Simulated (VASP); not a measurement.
# SiF (R-3m) in VASP: further runs

The runs below take SiF through optical spectrum, density of states, electric field gradients, core levels, phonons, elastic constants, with LDA.

Everything below comes from runs of VASP 6.6.1. Logs are shortened: lines on timing, memory, paths and dates and some standing lists are left out, and cuts for length are marked.

### Step 1. The crystal as given

It takes space group R-3m (No. 166, trigonal). Conventional cell: a = 2.677 Å, b = 2.677 Å, c = 11.695 Å, α = 90.00°, β = 90.00°, γ = 120.00°. Around Si (site symmetry -3m) lie 6 F at 2.49 Å and 6 Si at 2.68 Å. F (site symmetry -3m) is surrounded by 6 Si at 2.49 Å and 6 F at 2.68 Å.

The cell was built by a generator and needn't be a form met in nature.

### Step 2. Optical spectrum, LDA

INCAR

```
PREC     = Accurate       # precision mode
ENCUT    = 520            # plane-wave cutoff, eV
EDIFF    = 1E-6           # SCF threshold, eV
ISMEAR   = 0              # smearing method
SIGMA    = 0.02           # smearing width, eV
LREAL    = False          # projectors in reciprocal space
LASPH    = True           # aspherical terms in the spheres
NELM     = 100            # most SCF steps
ALGO     = Normal         # electronic algorithm
ISIF     = 2              # what is computed and relaxed
LWAVE    = False          # write WAVECAR
LCHARG   = False          # write CHGCAR
GGA      = CA             # functional
LOPTICS  = True           # frequency-dependent dielectric function
NBANDS   = 30             # bands
NEDOS    = 2000           # points of the DOS
CSHIFT   = 0.05
```

KPOINTS

```
regular mesh
0
Gamma
  12 12 12
```

POSCAR

```
SiF
1.0
    1.3386000000      0.7728400000      3.8983100000
   -1.3386000000      0.7728400000      3.8983100000
    0.0000000000     -1.5456800000      3.8983100000
Si F
1 1
Direct
    0.5000000000      0.5000000000      0.5000000000
    0.0000000000      0.0000000000      0.0000000000
```

Potentials or basis: VASP PAW LDA potentials, release 64 (Si, F).

Started as:

```sh
$ cat potpaw_LDA.64/Si/POTCAR potpaw_LDA.64/F/POTCAR > POTCAR
$ mpirun -np 1 vasp_std > vasp.out
```

OUTCAR:

```text
PREC = Accurate
   ENCUT = 520
   EDIFF = 1E-6
   ISMEAR = 0
   LREAL = False
   LASPH = True
   NELM = 100
   ISIF = 2
   GGA = CA

 ion  position               nearest neighbor table
   1  0.500  0.500  0.500-   2 2.49   2 2.49   2 2.49   2 2.49   2 2.49   2 2.49
   2  0.000  0.000  0.000-   1 2.49   1 2.49   1 2.49   1 2.49   1 2.49   1 2.49

  LATTYP: Found a trigonal (rhomboedric) cell.
 ALAT       =     4.1935608356
 COS(alpha) =     0.7962180369

  Lattice vectors:

 A1 = (   1.3386000000,   0.7728400000,   3.8983100000)
 A2 = (  -1.3386000000,   0.7728400000,   3.8983100000)
 A3 = (   0.0000000000,  -1.5456800000,   3.8983100000)

Analysis of symmetry for initial positions (statically):
=====================================================================
 Subroutine PRICEL returns:
 Original cell was already a primitive cell.

 Routine SETGRP: Setting up the symmetry group for a
 trigonal (rhombohedral) supercell.

 Subroutine GETGRP returns: Found 12 space group operations
 (whereof 12 operations were pure point group operations)
 out of a pool of 12 trial point group operations.

The static configuration has the point symmetry D_3d.

Analysis of symmetry for dynamics (positions and initial velocities):
=====================================================================
 Subroutine PRICEL returns:
 Original cell was already a primitive cell.

 Routine SETGRP: Setting up the symmetry group for a
[... 652 lines left out ...]
  Total       -0.7593187     -0.7593166     -1.4408885      0.0000000      0.0000000      0.0000000
  in kB      -50.2766830    -50.2765438    -95.4053893      0.0000000      0.0000000      0.0000000
  external PRESSURE =     -65.3195387 kB  Pullay stress =       0.0000000 kB

 VOLUME and BASIS-vectors are now :
 -----------------------------------------------------------------------------
  energy-cutoff  :      520.00
  volume of cell :       24.20
      direct lattice vectors                 reciprocal lattice vectors
     1.338600000  0.772840000  3.898310000     0.373524578  0.215654814  0.085507139
    -1.338600000  0.772840000  3.898310000    -0.373524578  0.215654814  0.085507139
     0.000000000 -1.545680000  3.898310000     0.000000000 -0.431309629  0.085507139

 POSITION                                       TOTAL-FORCE (eV/Angst)
 -----------------------------------------------------------------------------------
      0.00000      0.00000      5.84746        -0.000000     -0.000000     -0.000000
      0.00000      0.00000      0.00000         0.000000      0.000000      0.000000
 -----------------------------------------------------------------------------------
    total drift:                               -0.000000     -0.000000     -0.000000

  FREE ENERGIE OF THE ION-ELECTRON SYSTEM (eV)
  ---------------------------------------------------
  free  energy   TOTEN  =       -10.0766653010 eV

  energy  without entropy=      -10.0765725321  energy(sigma->0) =      -10.07661892

 electrical conductivity sigma (Mega S m-1) (frequency dependency in vasprun.xml)
  --------------------------------------------------------------------------------------
       0.231       0.000      -0.000
       0.000       0.231       0.000
      -0.000       0.000       0.002

  frequency dependent IMAGINARY DIELECTRIC FUNCTION (independent particle, no local field effects) density-density
     E(ev)      X         Y         Z        XY        YZ        ZX
  --------------------------------------------------------------------------------------------------------------
     0.00000     0.00000     0.00000     0.00000     0.00000     0.00000     0.00000
     0.89946    10.49070    10.49067     0.41834     0.00000    -0.00000    -0.00000
     1.79892    11.11007    11.11004     2.17610     0.00000    -0.00000    -0.00000
     2.69837     0.40951     0.40951     0.56115     0.00000     0.00000    -0.00000
     3.59783     2.75527     2.75526     8.37623     0.00000     0.00000    -0.00000
     4.49729     3.31114     3.31113     9.70937    -0.00000     0.00000    -0.00000
[... 92 lines left out ...]
    88.14690     0.00007     0.00007     0.00008     0.00000     0.00000     0.00000
    89.04636     0.00006     0.00006     0.00007     0.00000     0.00000     0.00000

  frequency dependent      REAL DIELECTRIC FUNCTION (independent particle, no local field effects) density-density
     E(ev)        X           Y           Z          XY          YZ          ZX
  --------------------------------------------------------------------------------------------------------------
     0.00000    67.23072    67.23054    12.27488     0.00000     0.00000     0.00000
     0.89946   -32.70579   -32.70570     9.30925    -0.00000     0.00000    -0.00000
     1.79892    -9.98879    -9.98876     5.22737    -0.00000     0.00000     0.00000
     2.69837     0.55551     0.55551    11.73167    -0.00000     0.00000    -0.00000
     3.59783     3.09153     3.09152    13.07171    -0.00000    -0.00000     0.00000
     4.49729     1.64345     1.64345     4.90265    -0.00000    -0.00000     0.00000
[... 92 lines left out ...]
    88.14690     0.94982     0.94982     0.93950    -0.00000    -0.00000     0.00000
    89.04636     0.95100     0.95100     0.94086    -0.00000    -0.00000     0.00000

  frequency dependent IMAGINARY DIELECTRIC FUNCTION (independent particle, no local field effects) current-current
     E(ev)      X         Y         Z        XY        YZ        ZX
  --------------------------------------------------------------------------------------------------------------
     0.00000   149.44896   149.44855    25.19140    -0.00000     0.00000    -0.00000
     0.89946     6.64745     6.64744     1.34147    -0.00000    -0.00000    -0.00000
     1.79892    10.44932    10.44929     2.39972    -0.00000    -0.00000     0.00000
     2.69837     0.39304     0.39304     0.95898     0.00000     0.00000    -0.00000
     3.59783     2.81571     2.81570     8.72209     0.00000    -0.00000     0.00000
     4.49729     3.32487     3.32487     9.78974    -0.00000     0.00000    -0.00000
[... 92 lines left out ...]
    88.14690     0.00001     0.00001     0.00001     0.00000    -0.00000     0.00000
    89.04636     0.00001     0.00001     0.00001     0.00000    -0.00000     0.00000

  frequency dependent      REAL DIELECTRIC FUNCTION (independent particle, no local field effects) current-current
     E(ev)        X           Y           Z          XY          YZ          ZX
  --------------------------------------------------------------------------------------------------------------
     0.00000    65.39673    65.39655    12.15922    -0.00000     0.00000    -0.00000
     0.89946   -33.60428   -33.60418     9.27095     0.00000     0.00000     0.00000
     1.79892   -10.56012   -10.56009     5.11653     0.00000    -0.00000    -0.00000
     2.69837     0.54991     0.54992    11.71192     0.00000     0.00000    -0.00000
     3.59783     3.01642     3.01642    12.83565     0.00000    -0.00000    -0.00000
     4.49729     1.57216     1.57216     4.69025    -0.00000    -0.00000    -0.00000
[... 92 lines left out ...]
    88.14690     0.94983     0.94983     0.93950    -0.00000    -0.00000     0.00000
    89.04636     0.95101     0.95101     0.94087    -0.00000    -0.00000     0.00000
```

It took 3.7 min on 1 thread of Intel Xeon Platinum 8488C (Sapphire Rapids), shared host; peak memory 0.28 GiB.

Results:

```
Free energy            : -10.0767 eV
Pressure               : -6.5 GPa
Band gap on the k mesh : none (metal or under the smearing width)
```

Dielectric function (mean over the directions given):
```tsv
energy (eV)	real part	imaginary part
0.27	64.00	8.77
0.72	-20.70	47.67
1.26	4.41	3.37
1.71	0.07	9.13
2.25	0.11	0.74
2.79	5.19	0.63
3.24	5.76	4.57
3.78	6.05	5.58
4.23	4.82	4.52
4.77	2.38	5.90
5.31	1.47	5.75
5.76	0.40	5.86
6.30	1.24	5.47
6.84	0.50	3.64
7.29	-1.09	3.68
7.83	-0.52	2.49
8.28	0.16	2.42
8.81	0.41	2.96
9.35	0.23	2.39
9.80	0.05	1.80
10.34	-0.84	1.72
10.79	-0.19	1.39
11.33	0.08	1.10
11.87	0.32	1.03
12.32	0.23	1.30
12.86	0.25	1.05
13.40	0.23	1.04
13.85	0.41	0.97
14.39	0.06	0.74
14.84	0.44	0.96
15.38	0.37	0.61
15.92	0.59	0.57
16.37	0.60	0.80
16.91	0.68	0.79
17.36	0.60	0.75
17.90	0.31	0.86
18.44	0.18	0.72
18.89	0.23	0.48
19.43	0.51	0.29
19.97	0.42	0.55
```

Caveat: spectra need much finer meshes, so this one isn't converged; independent-particle spectra lack excitons; the intraband (Drude) part of a metal's response may be missing; an odd number of electrons without spin polarisation forces a metal; a magnetic or distorted state may lie lower.

### Step 3. Density of states, LDA

POSCAR is that of step 2.

INCAR.step1

```
SYSTEM = SiF
ALGO = Normal
EDIFF = 1E-6
ENCUT = 520
ISIF = 2
ISMEAR = 0
LASPH = .TRUE.
LCHARG = .TRUE.
LREAL = .FALSE.
LWAVE = .FALSE.
NELM = 60
PREC = Accurate
SIGMA = 0.02
```

KPOINTS.step1

```
k-points
0
G
  12 12 12
  0 0 0
```

INCAR.step2

```
SYSTEM = SiF
ALGO = Normal
EDIFF = 1E-6
ENCUT = 520
ICHARG = 11
ISIF = 2
ISMEAR = -5
LASPH = .TRUE.
LCHARG = .FALSE.
LORBIT = 11
LREAL = .FALSE.
LWAVE = .FALSE.
NEDOS = 1001
NELM = 60
PREC = Accurate
SIGMA = 0.02
```

KPOINTS.step2

```
k-points
0
G
  18 18 18
  0 0 0
```

Potentials or basis: VASP PAW LDA potentials, release 64 (Si, F).

Started as:

```sh
$ cat potpaw_LDA.64/Si/POTCAR potpaw_LDA.64/F/POTCAR > POTCAR
$ cp INCAR.step1 INCAR
$ cp KPOINTS.step1 KPOINTS
$ mpirun -np 1 vasp_std > vasp.out
$ cp INCAR.step2 INCAR
$ cp KPOINTS.step2 KPOINTS
$ mpirun -np 1 vasp_std > vasp.out
```

It took 2.6 min on 1 thread of Intel Xeon Platinum 8488C (Sapphire Rapids), shared host; peak memory 0.25 GiB.

Results (log left out):

```yaml
Valence_electrons_inside_the_program's_atomic_spheres: Si 1.47; F 6.01
```

Levels at points of the mesh, in eV from the Fermi level:
```
           k point  band 3  band 4  band 5  band 6  band 7  band 8
(0.00, 0.00, 0.00)   -7.33   -3.39   -3.39    3.30    7.56   10.99
(0.50, 0.00, 0.00)   -5.79   -4.39   -3.97   -1.98    2.88    6.13
(0.50, 0.50, 0.00)   -6.60   -4.89   -4.04   -1.46    5.24    6.54
(0.50, 0.50, 0.50)   -3.40   -3.40   -3.20   -0.76   10.62   10.62
```

States per cell in windows of 1 eV (zero at the Fermi level; states under -8 eV left out):
| from (eV) | total | F2_p | Si1_p | Si1_s | F2_s | Si1_d | F2_d |
| --- | --- | --- | --- | --- | --- | --- | --- |
| -8.0 | 0.60 | 0.21 | 0.04 | 0.08 | 0.00 | 0.00 | 0.00 |
| -7.0 | 1.41 | 0.78 | 0.08 | 0.02 | 0.00 | 0.00 | 0.00 |
| -6.0 | 0.81 | 0.49 | 0.03 | 0.02 | 0.01 | 0.00 | 0.00 |
| -5.0 | 1.62 | 1.02 | 0.05 | 0.09 | 0.01 | 0.00 | 0.00 |
| -4.0 | 2.10 | 1.35 | 0.07 | 0.16 | 0.00 | 0.00 | 0.00 |
| -3.0 | 0.22 | 0.06 | 0.03 | 0.04 | 0.00 | 0.00 | 0.00 |
| -2.0 | 0.48 | 0.11 | 0.09 | 0.08 | 0.00 | 0.00 | 0.00 |
| -1.0 | 0.42 | 0.06 | 0.10 | 0.05 | 0.00 | 0.00 | 0.00 |
| 0.0 | 0.43 | 0.05 | 0.12 | 0.05 | 0.01 | 0.00 | 0.00 |
| 1.0 | 0.58 | 0.06 | 0.17 | 0.04 | 0.01 | 0.00 | 0.00 |
| 2.0 | 0.73 | 0.10 | 0.23 | 0.03 | 0.01 | 0.00 | 0.00 |
| 3.0 | 0.93 | 0.12 | 0.33 | 0.04 | 0.01 | 0.00 | 0.00 |
| 4.0 | 0.97 | 0.12 | 0.37 | 0.02 | 0.00 | 0.00 | 0.00 |
| 5.0 | 0.43 | 0.02 | 0.17 | 0.02 | 0.00 | 0.00 | 0.00 |
| 6.0 | 0.40 | 0.01 | 0.17 | 0.01 | 0.00 | 0.00 | 0.00 |
| 7.0 | 0.36 | 0.01 | 0.10 | 0.01 | 0.01 | 0.00 | 0.00 |

Caveat: an odd number of electrons without spin polarisation forces a metal; a magnetic or distorted state may lie lower; tetrahedron occupations give inexact forces and stress in metals.

### Step 4. Electric field gradients, LDA

INCAR

```
SYSTEM = SiF
ALGO = Fast ; EDIFF = 1E-8
ENCUT = 520 ; GGA = CA
ISIF = 2 ; ISMEAR = 0
LASPH = .True. ; LCHARG = .False.
LEFG = .True. ; LREAL = .False.
LWAVE = .False. ; NELM = 80
PREC = Accurate ; SIGMA = 0.02
```

KPOINTS

```
k-points
0
Gamma
  12 12 12
  0 0 0
```

POSCAR is that of step 3.

Potentials or basis: VASP PAW LDA potentials, release 64 (Si, F).

Started as:

```sh
$ cat potpaw_LDA.64/Si/POTCAR potpaw_LDA.64/F/POTCAR > POTCAR
$ mpirun -np 1 vasp_std > vasp.out
```

OUTCAR:

```text
SYSTEM = SiF
   EDIFF = 1E-8
   ENCUT = 520
   GGA = CA
   ISIF = 2
   ISMEAR = 0
   LASPH = .True.
   LREAL = .False.
   NELM = 80
   PREC = Accurate

 ion  position               nearest neighbor table
   1  0.500  0.500  0.500-   2 2.49   2 2.49   2 2.49   2 2.49   2 2.49   2 2.49
   2  0.000  0.000  0.000-   1 2.49   1 2.49   1 2.49   1 2.49   1 2.49   1 2.49

  LATTYP: Found a trigonal (rhomboedric) cell.
 ALAT       =     4.1935608356
 COS(alpha) =     0.7962180369

  Lattice vectors:

 A1 = (   1.3386000000,   0.7728400000,   3.8983100000)
 A2 = (  -1.3386000000,   0.7728400000,   3.8983100000)
[... 503 lines left out ...]
  free  energy   TOTEN  =       -10.0766652968 eV

  energy  without entropy=      -10.0765725585  energy(sigma->0) =      -10.07661893

 Electric field gradients (V/A^2)
---------------------------------------------------------------------
 ion       V_xx      V_yy      V_zz      V_xy      V_xz      V_yz
---------------------------------------------------------------------
   1     -47.541   -47.541    95.082     0.000    -0.000     0.000
   2     -22.721   -22.717    45.438    -0.000     0.000     0.000
---------------------------------------------------------------------

 Electric field gradients after diagonalization (V/A^2)
 (convention: |V_zz| > |V_xx| > |V_yy|)
----------------------------------------------------------------------
 ion       V_xx      V_yy      V_zz     asymmetry (V_yy - V_xx)/ V_zz
----------------------------------------------------------------------
   1     -47.541   -47.541    95.082       0.000
   2     -22.721   -22.717    45.438       0.000
----------------------------------------------------------------------

           NMR quadrupolar parameters

 Cq : quadrupolar parameter    Cq=e*Q*V_zz/h
 eta: asymmetry parameters     (V_yy - V_xx)/ V_zz
 Q  : nuclear electric quadrupole moment in mb (millibarn)
----------------------------------------------------------------------
 ion       Cq(MHz)       eta       Q (mb)
----------------------------------------------------------------------
   1       0.230       0.000       1.000
   2       0.110       0.000       1.000
----------------------------------------------------------------------
```

stdout:

```text
POSCAR found type information on POSCAR SiF
 POSCAR found :  2 types and       2 ions
 scaLAPACK will be used
 LDA part: xc-table for (Slater(with rela. corr.)+CA(PZ))
 , standard interpolation
 POSCAR, INCAR and KPOINTS ok, starting setup
 FFT: planning ... GRIDC
 FFT: planning ... GRID_SOFT
 FFT: planning ... GRID
 WAVECAR not read
 entering main loop
ion   1

ion   2
```

Wall time 77 s (1 thread of Intel Xeon Platinum 8488C (Sapphire Rapids), shared host); peak memory 0.17 GiB.

What came out:

| Item | Value |
| --- | --- |
| Free energy | -10.0767 eV |
| Pressure | -6.5 GPa |
| Band gap on the k mesh | none (metal or under the smearing width) |

Stress tensor (GPa, compression positive):
```
-5.04  0.00  0.00
 0.00 -5.04  0.00
 0.00  0.00 -9.55
```

Electric field gradients, principal values (V/Å²):
```tsv
atom	Vxx	Vyy	Vzz
1 Si	-47.541	-47.541	95.082
2 F	-22.717	-22.721	45.438
```

Caveat: an odd number of electrons without spin polarisation forces a metal; a magnetic or distorted state may lie lower.

[end of part 1 of 3]
